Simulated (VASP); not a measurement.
A convergence study with VASP on Nb (bcc): a few settings are varied, all else stays as given below, so the limit is that of these other settings. The cell's lengths are 1 % over those of the tabulated start, so it is off equilibrium.

```yaml
crystal:
  lattice:
    - [-1.66650, 1.66650, 1.66650]
    - [1.66650, -1.66650, 1.66650]
    - [1.66650, 1.66650, -1.66650]
  atoms:
    - { symbol: Nb, position: [0.00000, 0.00000, 0.00000] }
```

Method: PBE GGA, VASP's PBE PAW potentials (set 64) (plane waves; VASP). The last row used: 550 eV cut-off, 13×13×13 Γ-centred mesh, first-order Methfessel-Paxton smearing of 0.10 eV, potentials Nb_sv.

```csv
setting,E (eV/atom),pressure (GPa),electronic steps
"ALGO = Normal, EDIFF = 1E-2",-10.2166,-5.95,8
"ALGO = Normal, EDIFF = 1E-3",-10.2167,-4.87,9
"ALGO = Normal, EDIFF = 1E-4",-10.2167,-4.95,9
"ALGO = Normal, EDIFF = 1E-5",-10.2167,-4.30,11
"ALGO = Normal, EDIFF = 1E-6",-10.2167,-4.29,12
"ALGO = Normal, EDIFF = 1E-7",-10.2167,-4.29,14
"ALGO = Normal, EDIFF = 1E-8",-10.2167,-4.29,14
"ALGO = Normal, EDIFF = 1E-9",-10.2167,-4.29,15
"ALGO = Fast, EDIFF = 1E-2",-10.2120,-12.20,8
"ALGO = Fast, EDIFF = 1E-3",-10.2160,-5.84,10
"ALGO = Fast, EDIFF = 1E-4",-10.2167,-4.77,14
"ALGO = Fast, EDIFF = 1E-5",-10.2167,-4.34,18
"ALGO = Fast, EDIFF = 1E-6",-10.2167,-4.02,25
"ALGO = Fast, EDIFF = 1E-7",-10.2167,-4.28,30
"ALGO = Fast, EDIFF = 1E-8",-10.2167,-4.29,40
"ALGO = Fast, EDIFF = 1E-9",-10.2167,-4.29,53
"ALGO = All, EDIFF = 1E-2",-10.2119,-5.72,9
"ALGO = All, EDIFF = 1E-3",-10.2166,-4.13,12
"ALGO = All, EDIFF = 1E-4",-10.2167,-4.42,13
"ALGO = All, EDIFF = 1E-5",-10.2167,-4.28,16
"ALGO = All, EDIFF = 1E-6",-10.2167,-4.28,19
"ALGO = All, EDIFF = 1E-7",-10.2167,-4.29,24
"ALGO = All, EDIFF = 1E-8",-10.2167,-4.29,29
"ALGO = All, EDIFF = 1E-9",-10.2167,-4.29,36
```

Left out are rungs that failed or repeat a setting and relaxations that didn't move; long series are thinned to 24 rows.

The compound is Nb in the bcc structure. The cell was not relaxed at this level.
